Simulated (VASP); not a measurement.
Level of theory: PBE GGA with spin-orbit coupling, VASP's PBE PAW potentials (set 64) (plane waves; VASP).

Input for VASP

KPOINTS_OPT:
```
k-points along high-symmetry lines
5
Line-mode
Reciprocal
  0.000000   0.000000   0.000000 ! GAMMA
  0.000000   0.500000   0.000000 ! X

  0.000000   0.500000   0.000000 ! X
  0.500000   0.500000   0.000000 ! M

  0.500000   0.500000   0.000000 ! M
  0.000000   0.000000   0.000000 ! GAMMA

  0.000000   0.000000   0.000000 ! GAMMA
  0.000000   0.000000   0.500000 ! Z

  0.000000   0.000000   0.500000 ! Z
  0.000000   0.500000   0.500000 ! R

  0.000000   0.500000   0.500000 ! R
  0.500000   0.500000   0.500000 ! A

  0.500000   0.500000   0.500000 ! A
  0.000000   0.000000   0.500000 ! Z

  0.000000   0.500000   0.000000 ! X
  0.000000   0.500000   0.500000 ! R

  0.500000   0.500000   0.000000 ! M
  0.500000   0.500000   0.500000 ! A
```

POSCAR:
```
SnO2
1
    4.8327062193     0.0000000000     0.0000000000
    0.0000000000     4.8327062193     0.0000000000
    0.0000000000     0.0000000000     3.2408334566
Sn O
2 4
Direct
  0.0000000000   0.0000000000   1.0000000000
  0.5000000000   0.5000000000   0.5000000000
  0.3065849554   0.3065849554   0.0000000000
  0.8065849554   0.1934150446   0.5000000000
  0.1934150446   0.8065849554   0.5000000000
  0.6934150446   0.6934150446   0.0000000000
```

File KPOINTS:
```
Automatic mesh
0
Gamma
4 4 6
0 0 0
```

### INCAR
```
SYSTEM=SnO2
PREC=Accurate; ENCUT=520; LREAL=F
LASPH=T
EDIFF=1E-6; NELM=100; ALGO=Normal
LMAXMIX=4
ISMEAR=0; SIGMA=0.05
GGA=PE; GGA_COMPAT=F
MAGMOM=18*0; LSORBIT=T
LWAVE=F; LCHARG=F
```

POTCAR, in this order: Sn_d O (PBE.64 set). Program: vasp_ncl.

### Question
Predict the energy per atom (σ→0), band gap (over mesh and band path).

### Answer

```yaml
energy per atom (σ→0): -6.230 eV/atom
band gap (over mesh and band path): 0.64 eV
```

File OSZICAR:
```
...
DAV:  10    -0.373827814304E+02   -0.61213E-03   -0.14666E-02  4592   0.104E+00    0.150E-01
DAV:  11    -0.373829969030E+02   -0.21547E-03   -0.32934E-03  4160   0.727E-01    0.352E-02
DAV:  12    -0.373829888883E+02    0.80148E-05   -0.24871E-04  4254   0.210E-01    0.595E-03
DAV:  13    -0.373829918885E+02   -0.30002E-05   -0.33204E-05  4232   0.501E-02    0.771E-03
DAV:  14    -0.373829909629E+02    0.92562E-06   -0.28571E-06  3136   0.176E-02
   1 F= -.37382991E+02 E0= -.37382991E+02  d E =-.368604E-13  mag=     0.0000    -0.0000     0.0000
       N       E                     dE             ncg
       N       E                     dE             ncg
```

The compound is SnO2 in the rutile structure. It was relaxed first, which changed the volume by +6 %.
